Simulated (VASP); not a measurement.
```
ZrB2
1.0
    1.59248    -2.75825     0.00000
    1.59248     2.75825     0.00000
    0.00000     0.00000     3.56496
Zr B
1 2
Direct
  0.00000   0.00000   0.00000
  0.33333   0.66667   0.50000
  0.66667   0.33333   0.50000
```

The numbers are results of RPBE GGA, VASP's PBE PAW potentials (set 64) (plane waves; VASP), not measurements. Settings: 520 eV cut-off, 12×12×10 Γ-centred mesh, tetrahedra with Blöchl corrections, potentials Zr_sv B.

Problem. Tabulate the total density of states (states/eV per cell) against energy (eV; zero at the valence-band maximum or, without a gap, the Fermi level).

Solution. 
| E (eV) | DOS (states/eV) |
|---|---|
| -9.98 | 0.96 |
| -9.74 | 0.79 |
| -9.50 | 0.65 |
| -9.26 | 0.50 |
| -9.02 | 0.29 |
| -8.90 | 0.23 |
| -8.66 | 0.17 |
| -8.42 | 0.27 |
| -8.18 | 0.43 |
| -7.94 | 0.78 |
| -7.70 | 0.68 |
| -7.46 | 0.69 |
| -7.22 | 0.60 |
| -6.98 | 0.52 |
| -6.74 | 0.53 |
| -6.62 | 0.54 |
| -6.38 | 0.53 |
| -6.14 | 0.61 |
| -5.90 | 0.70 |
| -5.66 | 0.98 |
| -5.42 | 0.73 |
| -5.18 | 0.87 |
| -4.94 | 1.26 |
| -4.70 | 1.48 |
| -4.46 | 1.11 |
| -4.34 | 0.98 |
| -4.10 | 1.47 |
| -3.86 | 1.71 |
| -3.62 | 2.25 |
| -3.38 | 2.80 |
| -3.14 | 1.46 |
| -2.90 | 0.98 |
| -2.66 | 1.99 |
| -2.42 | 1.80 |
| -2.18 | 1.11 |
| -2.06 | 1.07 |
| -1.82 | 1.00 |
| -1.58 | 0.80 |
| -1.34 | 0.66 |
| -1.10 | 0.55 |
| -0.86 | 0.29 |
| -0.62 | 0.15 |
| -0.38 | 0.14 |
| -0.14 | 0.16 |
| 0.10 | 0.34 |
| 0.22 | 0.43 |
| 0.46 | 0.57 |
| 0.70 | 0.77 |
| 0.94 | 0.89 |
| 1.18 | 1.08 |
| 1.42 | 1.34 |
| 1.66 | 1.28 |
| 1.90 | 1.19 |
| 2.14 | 1.22 |
| 2.38 | 1.40 |
| 2.50 | 1.51 |
| 2.74 | 1.41 |
| 2.98 | 1.30 |
| 3.22 | 1.49 |
| 3.46 | 1.69 |
Within 2 eV below the Fermi level the largest weight inside VASP's projection spheres is Zr d, then B p.

The compound is ZrB2 in the AlB2 type structure. It was relaxed first.
